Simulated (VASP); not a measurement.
A run of VASP 6.6.1 is set up as follows.

Contents of INCAR:

```
PREC = Accurate ; ENCUT = 520
EDIFF = 1E-6 ; ISMEAR = -1
SIGMA = 0.1 ; LREAL = F
LASPH = T ; NELM = 100
ALGO = Fast ; ISIF = 2
LWAVE = F ; LCHARG = F
GGA = PS ; NBANDS = 66
```

File KPOINTS:

```
regular mesh
0
Gamma
  5 5 2
```

POSCAR

```
Ba2CeCu3O7
1.0
    3.8959998900      0.0000000000      0.0000000000
    0.0000000000      3.9526690100      0.0000000000
    0.0000000000      0.0000000000     11.8741993600
Cu O Ce Ba
3 7 1 2
Direct
    0.0000000000      0.0000000000      0.0000000000
    0.0000000000      0.0000000000      0.3500000000
    0.0000000000      0.0000000000      0.6500000000
    0.0000000000      0.5000000000      0.0000000000
    0.5000000000      0.0000000000      0.3610000000
    0.5000000000      0.0000000000      0.6390000000
    0.0000000000      0.5000000000      0.3570000000
    0.0000000000      0.5000000000      0.6430000000
    0.0000000000      0.0000000000      0.1660000000
    0.0000000000      0.0000000000      0.8340000000
    0.5000000000      0.5000000000      0.5000000000
    0.5000000000      0.5000000000      0.1824000000
    0.5000000000      0.5000000000      0.8176000000
```

Potentials or basis: VASP PAW PBE potentials, release 64 (Cu, O, Ce, Ba_sv).

Command:

```bash
$ cat potpaw_PBE.64/Cu/POTCAR potpaw_PBE.64/O/POTCAR potpaw_PBE.64/Ce/POTCAR potpaw_PBE.64/Ba_sv/POTCAR > POTCAR
$ mpirun -np 1 vasp_std > vasp.out
```

Question: Estimate the pressure.

Answer: -7.8 GPa.

Question: What does it give for the band gap on the k mesh?

Answer: None (metal or under the smearing width).

Question: What does it give for the largest force?

Answer: 1.965 eV/Å.

Stress tensor (GPa, compression positive):
```
 -4.84   0.00   0.00
  0.00  -6.17   0.00
  0.00   0.00 -12.29
```

Caveat: the PAW data sets were made with another functional, which shifts forces and pressure a little; an odd number of electrons without spin polarisation forces a metal; a magnetic or distorted state may lie lower; the run has no spin polarisation, though such a crystal can be magnetic; without U or exact exchange the open f shell lies at the Fermi level, which spoils levels, moments and volumes. Spin-orbit coupling is left out, which matters for the levels of Ba, Ce.
